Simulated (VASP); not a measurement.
Given:

```xyz
5
Lattice="4.2705 0.0000 0.0000 0.0000 4.2705 0.0000 0.0000 0.0000 4.2705" Properties=species:S:1:pos:R:3 pbc="T T T"
Ba     0.0000     0.0000     0.0000
Zr     2.1353     2.1353     2.1353
O      2.1353     0.0000     2.1353
O      0.0000     2.1353     2.1353
O      2.1353     2.1353     0.0000
```

Method: RPBE GGA, VASP's PBE PAW potentials (set 64) (plane waves; VASP). Settings: 520 eV cut-off, 6×6×6 Γ-centred mesh, tetrahedra with Blöchl corrections, potentials Ba_sv Zr_sv O.

Unless said otherwise, spin-orbit coupling is left out, though it shifts the bands of the heavy elements here.

Question: Predict the energy per atom (σ→0), band gap (on the k-mesh) with the smallest direct gap where there is one.

Answer: 
The band gap (on the k-mesh) is 3.11 eV and the smallest direct gap (on the k-mesh) is 3.39 eV. The energy per atom (σ→0) is -7.947 eV/atom.

The compound is BaZrO3 in the cubic perovskite structure. It was relaxed first, which changed the volume by +6 %.
